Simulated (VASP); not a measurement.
The system is Fe2O3.

```
CELL_PARAMETERS angstrom
2.51900 1.45435 4.59067
-2.51900 1.45435 4.59067
0.00000 -2.90869 4.59067
ATOMIC_POSITIONS crystal
Fe 0.35530 0.35530 0.35530
Fe 0.14470 0.14470 0.14470
Fe 0.64470 0.64470 0.64470
Fe 0.85530 0.85530 0.85530
O 0.55590 0.94410 0.25000
O 0.25000 0.55590 0.94410
O 0.94410 0.25000 0.55590
O 0.44410 0.05590 0.75000
O 0.75000 0.44410 0.05590
O 0.05590 0.75000 0.44410
```

```yaml
Program: VASP 6.6.1
Task: relaxation of cell and atoms
Functional: rev-vdW-DF2
Potentials_or_basis: VASP PAW PBE potentials, release 64 (Fe, O)
Cutoff: 600 eV
k_mesh: 9 × 9 × 9
Occupations: methfessel-paxton, width 0.1 eV
Spin: collinear spin, ferromagnetic start
Starting_moments: "[4.0, 4.0, 4.0, 4.0, 0.0, 0.0, 0.0, 0.0, 0.0, 0.0] μB"
Hubbard_terms: Fe d U = 5.3 eV
```

At the start: pressure 3.2 GPa; volume 10.09 Å³/atom.

**Question.** How do energy, volume and symmetry change on relaxing?

**Answer.** Over 7 steps the energy falls by 5.1 meV/atom and the volume is 10.24 Å³/atom (+1.4 %); space group R-3c (No. 167, to 0.05 Å); moment 20.00 μB per cell.

Step by step:
```csv
step,energy change (eV),largest force (eV/Å),pressure (GPa),volume (Å³)
1,0.0000,0.4301,3.24,100.91
2,-0.0360,0.0718,-2.92,103.91
3,-0.0437,0.1724,-1.19,102.99
4,-0.0511,0.0185,0.09,102.28
5,-0.0511,0.0203,0.03,102.32
6,-0.0513,0.0131,0.04,102.33
7,-0.0514,0.0017,0.00,102.36
```

Final structure:
```cif
data_structure
_symmetry_space_group_name_H-M 'P 1'
_symmetry_Int_Tables_number 1
_cell_length_a 5.4379
_cell_length_b 5.4379
_cell_length_c 5.4379
_cell_angle_alpha 55.700
_cell_angle_beta 55.700
_cell_angle_gamma 55.700
_cell_volume 102.36
loop_
_atom_site_label
_atom_site_type_symbol
_atom_site_fract_x
_atom_site_fract_y
_atom_site_fract_z
_atom_site_occupancy
Fe1 Fe 0.35332 0.35332 0.35332 1
Fe2 Fe 0.14668 0.14668 0.14668 1
Fe3 Fe 0.64668 0.64668 0.64668 1
Fe4 Fe 0.85332 0.85332 0.85332 1
O1 O 0.55416 0.94584 0.25000 1
O2 O 0.25000 0.55416 0.94584 1
O3 O 0.94584 0.25000 0.55416 1
O4 O 0.44584 0.05416 0.75000 1
O5 O 0.75000 0.44584 0.05416 1
O6 O 0.05416 0.75000 0.44584 1
```

Caveat: the PAW data sets were made with another functional, which shifts forces and pressure a little; only a ferromagnetic start was run, and an antiferromagnetic order may lie lower in energy.
